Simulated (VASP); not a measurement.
Consider the following.

```yaml
crystal:
  lattice:
    - [1.65765, -5.56974, 0.00000]
    - [1.65765, 5.56974, 0.00000]
    - [0.00000, 0.00000, 4.54565]
  atoms:
    - { symbol: P, position: [0.09503, 0.90497, 0.91373] }
    - { symbol: P, position: [0.40497, 0.59503, 0.41373] }
    - { symbol: P, position: [0.59503, 0.40497, 0.58627] }
    - { symbol: P, position: [0.90497, 0.09503, 0.08627] }
```

Level of theory: PBE GGA, VASP's PBE PAW potentials (set 64) (plane waves; VASP). Settings: 500 eV cut-off, 7×7×5 Γ-centred mesh, Gaussian smearing of 0.050 eV, potentials P.

Without a dispersion term in the relaxation, distances and binding between the weakly bound layers, chains or molecules are unreliable, and so is what depends on them.

**Question.** What does the run give for the energy per atom (σ→0)?

**Answer.** 
The energy per atom (σ→0) comes out as -5.375 eV/atom.

The absolute energy has meaning only against runs of the same code, potentials and settings.

The compound is P in the black structure. It was relaxed first, which changed the volume by +10 %.
